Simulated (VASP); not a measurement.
The system is Zn4Te3O.

```
Zn Te O
1.0
     5.72510    0.00000    0.00000
     0.00000    5.72510    0.00000
     0.00000    0.00000    5.72510
Zn Te O
4 3 1
Direct
  0.25648 0.74352 0.74352
  0.25648 0.25648 0.25648
  0.74352 0.25648 0.74352
  0.74352 0.74352 0.25648
  0.00000 0.50000 0.00000
  0.50000 0.00000 0.00000
  0.00000 0.00000 0.50000
  0.00000 0.00000 0.00000
```

The cell was built by a generator and needn't be a form met in nature.

* Program: VASP 6.6.1
* Task: relaxation of cell and atoms
* Functional: PBE
* Potentials or basis: VASP PAW PBE potentials, release 64 (Zn, Te, O)
* Cutoff: 520 eV
* k mesh: 3 × 3 × 3
* Occupations: gaussian, width 0.15 eV
* Spin: no spin polarisation

At the start: pressure 9.6 GPa; volume 23.46 Å³/atom.

Task: Where does the relaxation end?

Result: Over 13 steps the energy falls by 651.9 meV/atom and the volume is 35.94 Å³/atom (+53.2 %); space group P-43m (No. 215, to 0.05 Å).

Step by step:
```csv
step,energy change (eV),largest force (eV/Å),pressure (GPa),volume (Å³)
1,0.0000,0.3697,9.61,187.65
2,-0.6720,0.7834,-1.99,228.52
3,-0.7514,0.5367,0.13,216.31
4,-0.8093,0.5993,0.22,218.01
5,-0.9727,0.7167,0.21,222.17
6,-1.3740,0.9537,0.31,230.65
7,-2.6910,1.8232,0.14,248.24
8,2.4023,0.3051,1.73,286.06
9,-5.1602,0.2525,-0.89,297.69
10,-5.2045,0.1247,-0.42,291.00
11,-5.2114,0.0904,0.16,289.08
12,-5.2116,0.0894,-0.19,289.00
13,-5.2149,0.0642,0.23,287.53
```

Final structure:
```cif
data_structure
_symmetry_space_group_name_H-M 'P 1'
_symmetry_Int_Tables_number 1
_cell_length_a 6.6002
_cell_length_b 6.6002
_cell_length_c 6.6002
_cell_angle_alpha 90.000
_cell_angle_beta 90.000
_cell_angle_gamma 90.000
_cell_volume 287.53
loop_
_atom_site_label
_atom_site_type_symbol
_atom_site_fract_x
_atom_site_fract_y
_atom_site_fract_z
_atom_site_occupancy
Zn1 Zn 0.17388 0.82612 0.82612 1
Zn2 Zn 0.17388 0.17388 0.17388 1
Zn3 Zn 0.82612 0.17388 0.82612 1
Zn4 Zn 0.82612 0.82612 0.17388 1
Te1 Te 0.00000 0.50000 0.00000 1
Te2 Te 0.50000 0.00000 0.00000 1
Te3 Te 0.00000 0.00000 0.50000 1
O1 O 0.00000 0.00000 0.00000 1
```

Caveat: the volume moved by over 15 % at a fixed basis, so the end points are rough.
